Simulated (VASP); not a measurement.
These are SCAN meta-GGA, VASP's PBE PAW potentials (set 64) (plane waves; VASP 6.6.1) values and carry that method's errors.

Input for VASP

INCAR:
```
! general
SYSTEM  = KTaO3
PREC    = Accurate
ENCUT   = 520
LREAL   = .FALSE.
LASPH   = .TRUE.

! electronic loop
EDIFF   = 1E-6
NELM    = 100
ALGO    = Normal
LMAXMIX = 6
LMIXTAU = .TRUE.

! smearing
ISMEAR  = 0
SIGMA   = 0.05

! functional
METAGGA = SCAN

! ions
IBRION  = 2
NSW     = 60
ISIF    = 3
EDIFFG  = -0.02

! output
LWAVE   = .FALSE.
LCHARG  = .FALSE.
```

**POSCAR**
```
KTaO3
1
    3.9900000000     0.0000000000     0.0000000000
    0.0000000000     3.9900000000     0.0000000000
    0.0000000000     0.0000000000     3.9900000000
K Ta O
1 1 3
Direct
  0.0000000000   0.0000000000   0.0000000000
  0.5000000000   0.5000000000   0.5000000000
  0.5000000000   0.0000000000   0.5000000000
  0.0000000000   0.5000000000   0.5000000000
  0.5000000000   0.5000000000   0.0000000000
```

### KPOINTS
```
K-points
0
Gamma
  5 5 5
```

POTCAR, in this order: K_sv Ta_pv O (PBE.64 set). Program: vasp_std.

Q: What will the output report for the number of irreducible k-points (NKPTS), largest plane-wave count, number of space-group operations, FFT grid (NGX, NGY, NGZ)?

A: 
```json
{
 "number of irreducible k-points (NKPTS)": "10",
 "largest_plane_wave_count": "1743",
 "number_of_space_group_operations": "48",
 "FFT grid (NGX, NGY, NGZ)": "30 × 30 × 30"
}
```

The compound is KTaO3 in the cubic perovskite structure. This run relaxes it. Symmetry was kept, so distortions that lower it aren't found.
